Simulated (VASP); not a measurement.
# MgS (Fm-3m): formation energy of the defect Sb_Mg, part 7 of 7

How easily does the defect Sb_Mg form in MgS (Fm-3m)? The host is relaxed first, then a supercell is run with and without the defect. The start is a computed cell from the Materials Project.

VASP 6.6.1, plane waves and PAW; the level of theory is named at each step.

So far. Step 8 (Relaxing the defect, spin collinear, charge 0): Levels at the Fermi energy are partly filled: the carrier is shared among close levels or spread over a band.

### Step 9. The defect cell, charge 1

This step: PBEsol; plane waves and PAW (Mg, S, Sb) (VASP 6.6.1).

This cell carries charge +1, set by NELECT and balanced by a uniform background.

The input, INCAR:

```
SYSTEM = Mg26SbS27
PREC = Normal
ENCUT = 300
EDIFF = 1E-05
NELM = 120
ISMEAR = 0
SIGMA = 0.05
LREAL = Auto
ALGO = Fast
GGA = PS
NELECT = 218
LORBIT = 11
LWAVE = True
LCHARG = .FALSE.
KPAR = 4
IBRION = 2
NSW = 50
ISIF = 2
EDIFFG = -0.03
POTIM = 0.4
MAXMIX = 40
ISYM = 0
```

The input, POSCAR:

```
Mg26SbS27
1.0
    0.0000000000      7.7692924431      7.7692924431
    7.7692924431      0.0000000000      7.7692924431
    7.7692924431      7.7692924431      0.0000000000
Mg S Sb
26 27 1
Direct
    0.0000000000      0.0000000000      0.0000000000
    0.0000000000      0.0000000000      0.3333333300
    0.0000000000      0.0000000000      0.6666666700
    0.0000000000      0.3333333300      0.0000000000
    0.0000000000      0.3333333300      0.3333333300
    0.0000000000      0.3333333300      0.6666666700
    0.0000000000      0.6666666700      0.0000000000
    0.0000000000      0.6666666700      0.3333333300
    0.0000000000      0.6666666700      0.6666666700
    0.3333333300      0.0000000000      0.0000000000
    0.3333333300      0.0000000000      0.3333333300
    0.3333333300      0.0000000000      0.6666666700
    0.3333333300      0.3333333300      0.0000000000
    0.3333333300      0.3333333300      0.3333333300
    0.3333333300      0.3333333300      0.6666666700
    0.3333333300      0.6666666700      0.0000000000
    0.3333333300      0.6666666700      0.3333333300
    0.3333333300      0.6666666700      0.6666666700
    0.6666666700      0.0000000000      0.0000000000
    0.6666666700      0.0000000000      0.3333333300
    0.6666666700      0.0000000000      0.6666666700
    0.6666666700      0.3333333300      0.0000000000
    0.6666666700      0.3333333300      0.3333333300
    0.6666666700      0.3333333300      0.6666666700
    0.6666666700      0.6666666700      0.0000000000
    0.6666666700      0.6666666700      0.6666666700
    0.1666666700      0.1666666700      0.1666666700
    0.1666666700      0.1666666700      0.5000000000
    0.1666666700      0.1666666700      0.8333333300
    0.1666666700      0.5000000000      0.1666666700
    0.1666666700      0.5000000000      0.5000000000
    0.1666666700      0.5000000000      0.8333333300
    0.1666666700      0.8333333300      0.1666666700
    0.1666666700      0.8333333300      0.5000000000
    0.1666666700      0.8333333300      0.8333333300
    0.5000000000      0.1666666700      0.1666666700
    0.5000000000      0.1666666700      0.5000000000
    0.5000000000      0.1666666700      0.8333333300
    0.5000000000      0.5000000000      0.1666666700
    0.4941700400      0.5012150100      0.4995326700
    0.5000000000      0.5000000000      0.8333333300
    0.4981923800      0.8264496100      0.1725508900
    0.4997651300      0.8368984100      0.4977200400
    0.5000000000      0.8333333300      0.8333333300
    0.8333333300      0.1666666700      0.1666666700
    0.8333333300      0.1666666700      0.5000000000
    0.8333333300      0.1666666700      0.8333333300
    0.8346653300      0.5007222600      0.1639904700
    0.8325117200      0.4971517800      0.4995866500
    0.8333333300      0.5000000000      0.8333333300
    0.8308195300      0.8313706800      0.1702709700
    0.8333333300      0.8333333300      0.5000000000
    0.8333333300      0.8333333300      0.8333333300
    0.6618788600      0.6673765700      0.3358412600
```

The input, KPOINTS:

```
Automatic mesh
0
Gamma
2 2 2
0 0 0
```

The projector-augmented-wave data sets are Mg, S and Sb (PBE family, release 64).

Started as:

```
$ mpirun -np 4 vasp_std
```

Output:

```text
[... set-up lines as in an earlier step ...]
 entering main loop
       N       E                     dE             d eps       ncg     rms          rms(c)
DAV:   1     0.771922433948E+03    0.77192E+03   -0.63221E+04  2232   0.859E+02
DAV:   2    -0.174565764631E+03   -0.94649E+03   -0.91441E+03  2785   0.181E+02
DAV:   3    -0.257304601856E+03   -0.82739E+02   -0.82274E+02  2576   0.587E+01
DAV:   4    -0.259123845145E+03   -0.18192E+01   -0.18139E+01  2712   0.100E+01
DAV:   5    -0.259167485131E+03   -0.43640E-01   -0.43577E-01  2647   0.152E+00BRMIX: very serious problems
 the old and the new charge density differ
 old charge density:   219.00000 new  217.99997
BRMIX: very serious problems
 the old and the new charge density differ
 old charge density:   219.00000 new  217.99997
BRMIX: very serious problems
 the old and the new charge density differ
 old charge density:   219.00000 new  217.99997
BRMIX: very serious problems
 the old and the new charge density differ
 old charge density:   219.00000 new  217.99997
    0.232E+01
RMM:   6    -0.250554357113E+03    0.86131E+01   -0.16428E+01  2192   0.648E+00    0.158E+01
RMM:   7    -0.249801059754E+03    0.75330E+00   -0.15277E+01  2192   0.613E+00    0.843E+00
RMM:   8    -0.249830341956E+03   -0.29282E-01   -0.48531E+00  2192   0.378E+00    0.428E+00
RMM:   9    -0.249538134604E+03    0.29221E+00   -0.84881E-01  2192   0.173E+00    0.374E-01
RMM:  10    -0.249549105297E+03   -0.10971E-01   -0.11973E-01  2192   0.650E-01    0.383E-01
RMM:  11    -0.249549168011E+03   -0.62714E-04   -0.13680E-02  2214   0.262E-01    0.200E-01
RMM:  12    -0.249550327196E+03   -0.11592E-02   -0.53399E-03  2201   0.144E-01    0.268E-01
RMM:  13    -0.249549677775E+03    0.64942E-03   -0.22970E-03  2247   0.865E-02    0.172E-01
RMM:  14    -0.249549661293E+03    0.16482E-04   -0.22111E-03  2192   0.756E-02    0.339E-02
RMM:  15    -0.249549645898E+03    0.15395E-04   -0.24429E-04  2189   0.337E-02    0.123E-02
RMM:  16    -0.249549650475E+03   -0.45765E-05   -0.54095E-05  1703   0.140E-02
   1 F= -.24954965E+03 E0= -.24954965E+03  d E =-.249550E+03
 curvature:   0.00 expect dE= 0.000E+00 dE for cont linesearch  0.000E+00
 trial: gam= 0.00000 g(F)=  0.239E+00 g(S)=  0.000E+00 ort = 0.000E+00 (trialstep = 0.100E+01)
 search vector abs. value=  0.239E+00
 bond charge predicted
       N       E                     dE             d eps       ncg     rms          rms(c)
DAV:   1    -0.249711642414E+03   -0.16200E+00   -0.53685E+00  2534   0.430E+00    0.173E+00
RMM:   2    -0.249864057113E+03   -0.15241E+00   -0.98040E-01  2192   0.185E+00    0.258E+00
RMM:   3    -0.249743779008E+03    0.12028E+00   -0.60658E-01  2192   0.139E+00    0.800E-01
RMM:   4    -0.249751023858E+03   -0.72448E-02   -0.75013E-02  2193   0.605E-01    0.105E+00
RMM:   5    -0.249750110677E+03    0.91318E-03   -0.96878E-03  2211   0.205E-01    0.847E-01
RMM:   6    -0.249742877268E+03    0.72334E-02   -0.88241E-03  2192   0.168E-01    0.522E-01
RMM:   7    -0.249741633794E+03    0.12435E-02   -0.19855E-02  2192   0.230E-01    0.268E-01
RMM:   8    -0.249741659593E+03   -0.25800E-04   -0.13361E-03  2197   0.875E-02    0.270E-01
RMM:   9    -0.249741711196E+03   -0.51603E-04   -0.30842E-04  2284   0.326E-02    0.228E-01
RMM:  10    -0.249741820573E+03   -0.10938E-03   -0.13477E-04  2189   0.217E-02    0.262E-01
RMM:  11    -0.249741864756E+03   -0.44183E-04   -0.86123E-05  1915   0.152E-02    0.292E-01
RMM:  12    -0.249741877453E+03   -0.12697E-04   -0.18196E-05  1403   0.817E-03    0.295E-01
RMM:  13    -0.249741770333E+03    0.10712E-03   -0.30439E-05  1523   0.855E-03    0.288E-01
RMM:  14    -0.249742395934E+03   -0.62560E-03   -0.36195E-03  3667   0.794E-02    0.278E-01
RMM:  15    -0.249742394462E+03    0.14713E-05   -0.32058E-05  1557   0.109E-02
   2 F= -.24974239E+03 E0= -.24974239E+03  d E =-.192744E+00
[...]
3 F= -.24986183E+03 E0= -.24986183E+03  d E =-.312177E+00
[...]
4 F= -.24986199E+03 E0= -.24986199E+03  d E =-.312339E+00
[...]
5 F= -.24987891E+03 E0= -.24987891E+03  d E =-.169180E-01
[...]
6 F= -.24988325E+03 E0= -.24988325E+03  d E =-.212577E-01
[...]
7 F= -.24988352E+03 E0= -.24988352E+03  d E =-.215347E-01
[...]
8 F= -.24988669E+03 E0= -.24988669E+03  d E =-.316782E-02
 trial-energy change:   -0.003168  1 .order   -0.003148   -0.004803   -0.001494
 step:   2.2628(harm=  2.2628)  dis= 0.00559  next Energy=  -249.887009 (dE=-0.349E-02)
 bond charge predicted
       N       E                     dE             d eps       ncg     rms          rms(c)
DAV:   1    -0.249886854980E+03   -0.16220E-03   -0.51702E-02  2646   0.459E-01    0.148E-01
RMM:   2    -0.249887017571E+03   -0.16259E-03   -0.29449E-03  2192   0.130E-01    0.871E-02
RMM:   3    -0.249887027111E+03   -0.95403E-05   -0.42135E-04  2197   0.502E-02    0.480E-02
RMM:   4    -0.249887035991E+03   -0.88799E-05   -0.92316E-05  2161   0.221E-02
   9 F= -.24988704E+03 E0= -.24988704E+03  d E =-.351232E-02
 curvature:  -1.32 expect dE=-0.437E-03 dE for cont linesearch -0.789E-06
 trial: gam= 0.09184 g(F)=  0.330E-03 g(S)=  0.000E+00 ort =-0.464E-04 (trialstep = 0.170E+01)
 search vector abs. value=  0.352E-03
 reached required accuracy - stopping structural energy minimisation
 writing wavefunctions
```

Wall time 6.1 min (4 MPI ranks of Intel Xeon 6975P-C (Granite Rapids), shared host); peak memory 2.3 GiB; 24 min of CPU time.

From OUTCAR (step 9):

```text
NELECT = 218

 ion  position               nearest neighbor table
   1  0.000  0.000  0.000-  29 2.59  33 2.59  35 2.59  45 2.59  47 2.59  51 2.62
   2  0.000  0.000  0.333-  33 2.59  45 2.59  34 2.59  46 2.59  52 2.59  27 2.59
   3  0.000  0.000  0.667-  35 2.59  47 2.59  28 2.59  46 2.59  34 2.59  53 2.59
   4  0.000  0.333  0.000-  48 2.57  45 2.59  29 2.59  32 2.59  50 2.59  27 2.59
   5  0.000  0.333  0.333-  49 2.56  27 2.59  46 2.59  28 2.59  30 2.59  48 2.60  54 3.69
   6  0.000  0.333  0.667-  28 2.59  29 2.59  47 2.59  50 2.59  31 2.59  49 2.60
   7  0.000  0.667  0.000-  48 2.57  35 2.59  30 2.59  32 2.59  53 2.59  51 2.60  54 3.70
   8  0.000  0.667  0.333-  51 2.58  33 2.59  30 2.59  52 2.59  31 2.59  49 2.62  54 3.70
   9  0.000  0.667  0.667-  53 2.59  34 2.59  32 2.59  31 2.59  52 2.59  50 2.59
  10  0.333  0.000  0.000-  29 2.59  33 2.59  38 2.59  44 2.59  27 2.59  42 2.62
  11  0.333  0.000  0.333-  43 2.57  27 2.59  34 2.59  36 2.59  28 2.59  42 2.60  54 3.63
  12  0.333  0.000  0.667-  43 2.58  29 2.59  35 2.59  28 2.59  44 2.59  37 2.59
  13  0.333  0.333  0.000-  27 2.59  32 2.59  38 2.59  41 2.59  30 2.59  36 2.59
  14  0.333  0.333  0.333-  28 2.59  30 2.59  36 2.59  31 2.59  37 2.59  39 2.59
  15  0.333  0.333  0.667-  40 2.55  29 2.59  32 2.59  37 2.59  38 2.59  31 2.59
  16  0.333  0.667  0.000-  30 2.59  33 2.59  35 2.59  44 2.59  41 2.59  39 2.59
  17  0.333  0.667  0.333-  42 2.52  40 2.54  33 2.59  39 2.59  31 2.59  34 2.59  54 3.63
  18  0.333  0.667  0.667-  40 2.58  35 2.59  32 2.59  34 2.59  41 2.59  43 2.62  54 3.62
  19  0.667  0.000  0.000-  47 2.59  38 2.59  36 2.59  53 2.59  51 2.60  42 2.66  54 3.67
  20  0.667  0.000  0.333-  43 2.56  51 2.58  45 2.59  36 2.59  52 2.59  37 2.59  54 3.67
  21  0.667  0.000  0.667-  53 2.59  46 2.59  38 2.59  37 2.59  52 2.59  44 2.59
  22  0.667  0.333  0.000-  36 2.59  45 2.59  47 2.59  50 2.59  41 2.59  39 2.59
  23  0.667  0.333  0.333-  45 2.59  39 2.59  37 2.59  46 2.59  40 2.60  48 2.61  54 3.66
  24  0.667  0.333  0.667-  49 2.56  47 2.59  46 2.59  38 2.59  41 2.59  40 2.64  54 3.65
  25  0.667  0.667  0.000-  48 2.58  42 2.58  53 2.59  39 2.59  50 2.59  44 2.59  54 3.67
[...]
54  0.662  0.667  0.336-  42 2.54  43 2.58  51 2.59  40 2.59  49 2.60  48 2.63  18 3.62  17 3.63
                            11 3.63  24 3.65  26 3.66  23 3.66  20 3.67  25 3.67  19 3.67   5 3.69

   k-points           NKPTS =      8   k-points in BZ     NKDIM =      8   number of bands    NBANDS=    137

 E-fermi :   4.5763

 k-point     1 :       0.0000    0.0000    0.0000
  band No.  band energies     occupation
    ...
    105       3.5820      2.00000
    106       3.6976      2.00000
    107       3.9697      2.00000
    108       3.9697      2.00000
    109       3.9698      2.00000
    110       6.9203      0.00000
    111       6.9216      0.00000
    112       6.9255      0.00000
    113       7.7311      0.00000
    114       7.8493      0.00000
    ...

  Total       -4.0039657     -3.9873676     -3.9614557      0.0112477      0.0157150      0.0204291
  in kB       -6.8395342     -6.8111815     -6.7669191      0.0192132      0.0268441      0.0348969
  external PRESSURE =      -6.8058783 kB  Pullay stress =       0.0000000 kB

 POSITION                                       TOTAL-FORCE (eV/Angst)
 -----------------------------------------------------------------------------------
      7.76950      7.76734      0.03870         0.002554      0.003693      0.000791
     10.36280     10.36215     15.53433        -0.002472     -0.000970     -0.002013
     12.94760     12.94430     15.53506        -0.006752     -0.001652     -0.002884
     10.31365      7.76799      2.59002         0.002279      0.000673     -0.005135
      5.14426      2.62035      2.58961         0.000681      0.008338     -0.001089
      7.76876      5.22486      2.58558        -0.000698     -0.005547     -0.000581
     12.91916      7.76894      5.21143        -0.007972      0.000743      0.001474
      7.76882      2.61942      5.20519         0.000574      0.005643      0.010139
     10.36406     12.94609     12.95144        -0.003161     -0.006034      0.001542
      7.76830     10.31250      2.58811         0.001985      0.000966     -0.012563
      2.62222      5.14457      2.58897         0.007041     -0.004974     -0.002421
      5.22811      7.76878      2.58969        -0.008703     -0.002466     -0.003371
      2.59325      2.59220      5.18381         0.003522      0.001122     -0.003908
      5.17468      5.17629      5.18184         0.001166     -0.005258      0.000919
      7.76988      7.76927      5.12486         0.000885     -0.005980      0.009868
      5.17534      2.59290      7.76617         0.002421     -0.000360     -0.005625
      7.76904      5.13901      7.72547         0.000365      0.002837      0.010493
     10.39501      7.76735      7.73630         0.004911     -0.001885     -0.012924
      7.76920     12.91854      5.20440         0.000572     -0.009489      0.011642
      2.62292      7.76880      5.21378         0.003017      0.000075     -0.002815
     12.94509     10.36225     12.95168        -0.003658     -0.000834     -0.000156
      2.59095      5.17480      7.76574         0.005548     -0.000294     -0.004236
      5.14640      7.76759      7.73719        -0.008494     -0.000841     -0.014395
      7.76860     10.38987      7.72935         0.000078      0.010610      0.001414
[...]
-----------------------------------------------------------------------------------
    total drift:                                0.003589      0.021636     -0.036891

  FREE ENERGIE OF THE ION-ELECTRON SYSTEM (eV)
  ---------------------------------------------------
  free  energy   TOTEN  =      -249.8870359911 eV

  energy  without entropy=     -249.8870359911  energy(sigma->0) =     -249.88703599

[... 5 parts as in an earlier step ...]

[... 8 further parts left out ...]
```

Step by step:

| step | energy less that of the first step (eV) | largest force (eV/Å) |
| --- | --- | --- |
| 1 | 0.0000 | 1.0830 |
| 2 | -0.1927 | 0.6217 |
| 3 | -0.3122 | 0.2391 |
| 4 | -0.3123 | 0.2488 |
| 5 | -0.3293 | 0.0821 |
| 6 | -0.3336 | 0.1350 |
| 7 | -0.3339 | 0.0956 |
| 8 | -0.3370 | 0.0436 |
| 9 | -0.3374 | 0.0270 |

The atoms that moved most (Å):

| atom | dx | dy | dz | length |
| --- | --- | --- | --- | --- |
| S42 | 0.007 | -0.099 | 0.057 | 0.115 |
| S51 | -0.011 | -0.009 | 0.090 | 0.091 |
| S49 | 0.023 | 0.074 | 0.020 | 0.080 |
| S43 | 0.059 | 0.017 | -0.026 | 0.067 |
| S40 | -0.004 | 0.043 | -0.043 | 0.061 |
| Mg17 | 0.000 | -0.041 | -0.044 | 0.060 |
| Mg15 | 0.001 | 0.000 | -0.055 | 0.055 |
| S48 | -0.051 | 0.009 | -0.018 | 0.054 |

This step gave:

```yaml
electronic_cycles: 86
electrons: 218
free_energy_toten: -249.8870 eV
fermi_energy: 4.576 eV
```

The run ended after 9 ionic steps, 0.337 eV below its first step, once the forces on the free atoms met EDIFFG = -0.03.

The 6 first neighbours (S) lie 2.59 Å from the site in the perfect crystal and 2.66 Å on average from the atom on it after the relaxation (+2.6 %).

### Step 10. Formation energies

This step: point defect, PBEsol; plane waves and PAW (VASP 6.6.1).

No new run; the numbers come from the runs before.

This step gave:

* formation energy of the neutral defect: 4.778 eV
* gap of the perfect supercell, on its mesh: 2.735 eV
* dielectric constant in the correction: 14.72
* host formation enthalpy: -1.499 eV/atom

Formation energy by charge state (Mg from its element, Sb from its element; gap 2.73 eV):

| charge | at valence top (eV) | at conduction bottom (eV) | correction included (eV) |
| --- | --- | --- | --- |
| 0 | 4.78 | 4.78 | 0.00 |
| +1 | 1.73 | 4.47 | 0.10 |

| Fermi level (eV) | lowest formation energy (eV) |
| --- | --- |
| 0.00 | 1.73 |
| 0.25 | 1.98 |
| 0.50 | 2.23 |
| 0.75 | 2.48 |
| 0.99 | 2.73 |
| 1.24 | 2.98 |
| 1.49 | 3.23 |
| 1.74 | 3.47 |
| 1.99 | 3.72 |
| 2.24 | 3.97 |
| 2.49 | 4.22 |
| 2.73 | 4.47 |

The formation energy is the energy of the relaxed defect cell less that of the perfect cell, with each removed atom booked to its reference and each added atom taken from it. For charge q, q times the Fermi level (the perfect cell's valence-band top plus E_F) and an image-charge term are added.

References, in eV an atom: Mg -1.721 (crystal P6_3/mmc), Sb -4.560 (crystal R-3m) and S -4.351 (S8 molecule). They were run at the supercell's cutoff and functional, without U, and count both elements from their own phases.

By charge state:

| charge | formation energy, Fermi level at the valence-band top (eV) | of which image charge (eV) | shift of the far core potentials (eV) | moment (μB) | largest move from the displaced start (Å) |
| --- | --- | --- | --- | --- | --- |
| 0 | 4.778 | 0.000 | 0.214 | 0.01 | 0.12 |
| +1 | 1.733 | 0.100 | 0.252 | no spin | 0.11 |

The image-charge term is the point-charge Madelung energy over a dielectric constant of 14.72 (electrons and ions), scaled by 1 − (1 − 1/ε)/3. The potential shift aligns the single-particle levels and is not added to the energies; levels within 0.4 eV of an edge, or in cells whose shift exceeds 0.2 eV, are left out, since at this cell size they may be band states; some may be the defect's own. The shift reaches 0.25 eV here; since it is left out, levels between charges can be wrong by as much, and with them the order of the charges.

Levels between neighbouring charges run, above the valence-band top: (+1/0) at 3.04 eV. The gap of the perfect cell on its mesh is 2.73 eV; a level outside it means that one of its two charges is never the lower one for a Fermi level in the gap.

### Step 11. Results

* formation energy at charge 0: 4.778 eV
* formation energy at charge +1: 1.733 eV
* gap of the perfect supercell, on its mesh: 2.73 eV
* host formation enthalpy: -1.50 eV/atom

In words: The defect Sb_Mg costs 4.78 eV at charge 0 and 1.73 eV at charge +1 with the Fermi level at the valence-band top, with every exchanged atom at the energy of its element. At charge 0: The 6 first neighbours (S) lie 2.59 Å from the site in the perfect crystal and 2.69 Å on average from the atom on it after the relaxation (+3.8 %). At charge +1: The 6 first neighbours (S) lie 2.59 Å from the site in the perfect crystal and 2.66 Å on average from the atom on it after the relaxation (+2.6 %). Of the charge states run, +1 is the lowest across the whole gap. Semilocal functionals make the gap too small, so transition levels near the band edges are uncertain. At charge 0 the unpaired carrier holds well under 1 μB and is spread over several levels, so that state is not a localised one at this level and the charge correction does not strictly apply between it and its neighbours. At charge 0 the Fermi energy lies 0.4 eV above the perfect cell's conduction-band bottom, before alignment: the electron seems to fill the band on a coarse mesh, which would make that state too costly. S counts from free molecules, which lie above the solid by its heat of sublimation. The supercell of 54 atoms is small, so interactions between images remain.

[Lines on the potential files, build, host, timing and source positions are cut from VASP's logs without a mark.]

[Logs are printed without paths, hosts, clocks, repeated set-up lines and the standing remarks that a program may print on its own settings, such as how far it seeks lower states.]

[Hosts, paths, dates, database ids (printed as entryN), source tags and the programs' standing remarks are cut or masked in the printed files.]

[In band tables of VASP the shares of atoms and orbitals are scaled to a sum of 1 inside the atoms' spheres.]

[Runs that stopped without an error message from VASP are left out.]
